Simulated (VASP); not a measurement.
Write the native input for VASP 6.6.1 that does the following.

```
Task                   : band structure
Functional             : PBE
Potentials or basis    : VASP PAW PBE potentials, release 64 (Ga_d, B, Sb)
Cutoff                 : 520 eV
k mesh                 : 10 × 10 × 4
Occupations            : gaussian, width 0.1 eV
Spin                   : no spin polarisation
Further INCAR settings : ALGO = Normal; EDIFF = 1e-06
```

Ga3BSb2:

```
Ga B Sb
1.0
     3.75599    0.00000    0.00000
    -1.87800    3.25279    0.00000
     0.00000    0.00000   10.77426
Ga B Sb
3 1 2
Direct
  0.00000 0.00000 0.66366
  0.66667 0.33333 0.83307
  0.00000 0.00000 0.31782
  0.00000 0.00000 0.12392
  0.33333 0.66667 0.05090
  0.33333 0.66667 0.48061
```

The cell was built by a generator and needn't be a form met in nature.

These files were run (other wordings do the same):

POSCAR

```
Ga3BSb2
1.0
    3.7559940000      0.0000000000      0.0000000000
   -1.8779970000      3.2527870000      0.0000000000
    0.0000000000      0.0000000000     10.7742600000
Ga B Sb
3 1 2
Direct
    0.0000000000      0.0000000000      0.6636580000
    0.6666670000      0.3333330000      0.8330700000
    0.0000000000      0.0000000000      0.3178210000
    0.0000000000      0.0000000000      0.1239170000
    0.3333330000      0.6666670000      0.0508980000
    0.3333330000      0.6666670000      0.4806130000
```

INCAR.step1

```
SYSTEM = Ga3BSb2
ALGO = Normal ; EDIFF = 1E-6
ENCUT = 520 ; GGA = PE
ISIF = 2 ; ISMEAR = 0
LASPH = .True. ; LCHARG = .True.
LREAL = .False. ; LWAVE = .False.
NELM = 80 ; PREC = Accurate
SIGMA = 0.1
```

KPOINTS.step1

```
k-points
0
Gamma
  10 10 4
  0 0 0
```

INCAR.step2

```
SYSTEM = Ga3BSb2
ALGO = Normal ; EDIFF = 1E-6
ENCUT = 520 ; GGA = PE
ICHARG = 11 ; ISIF = 2
ISMEAR = 0 ; LASPH = .True.
LCHARG = .False. ; LREAL = .False.
LWAVE = .False. ; NELM = 80
PREC = Accurate ; SIGMA = 0.05
```

KPOINTS.step2

```
path GMKGALHA,LM,KH
15
line-mode
reciprocal
 0.0000000000  0.0000000000  0.0000000000  G
 0.5000000000  0.0000000000  0.0000000000  M

 0.5000000000  0.0000000000  0.0000000000  M
 0.3333333333  0.3333333333  0.0000000000  K

 0.3333333333  0.3333333333  0.0000000000  K
 0.0000000000  0.0000000000  0.0000000000  G

 0.0000000000  0.0000000000  0.0000000000  G
 0.0000000000  0.0000000000  0.5000000000  A

 0.0000000000  0.0000000000  0.5000000000  A
 0.5000000000  0.0000000000  0.5000000000  L

 0.5000000000  0.0000000000  0.5000000000  L
 0.3333333333  0.3333333333  0.5000000000  H

 0.3333333333  0.3333333333  0.5000000000  H
 0.0000000000  0.0000000000  0.5000000000  A

 0.5000000000  0.0000000000  0.5000000000  L
 0.5000000000  0.0000000000  0.0000000000  M

 0.3333333333  0.3333333333  0.0000000000  K
 0.3333333333  0.3333333333  0.5000000000  H
```

Potentials or basis: VASP PAW PBE potentials, release 64 (Ga_d, B, Sb).

The run is started by

```sh
$ cat potpaw_PBE.64/Ga_d/POTCAR potpaw_PBE.64/B/POTCAR potpaw_PBE.64/Sb/POTCAR > POTCAR
$ cp INCAR.step1 INCAR
$ cp KPOINTS.step1 KPOINTS
$ mpirun -np 1 vasp_std > vasp.out
$ cp INCAR.step2 INCAR
$ cp KPOINTS.step2 KPOINTS
$ mpirun -np 1 vasp_std > vasp.out
```

It gave:

```yaml
Band_gap_along_the_path: none (metal or under the smearing width)
```

Caveat: the log is that of the step along the path at fixed density, whose energy, stress, charges and moments have no meaning; spin-orbit coupling is left out, which moves the levels of the heavy elements.

Run time: 4.3 min on 1 thread of Intel(R) Xeon(R) Platinum 8559C (Emerald Rapids) (shared host), peak memory 0.58 GiB.
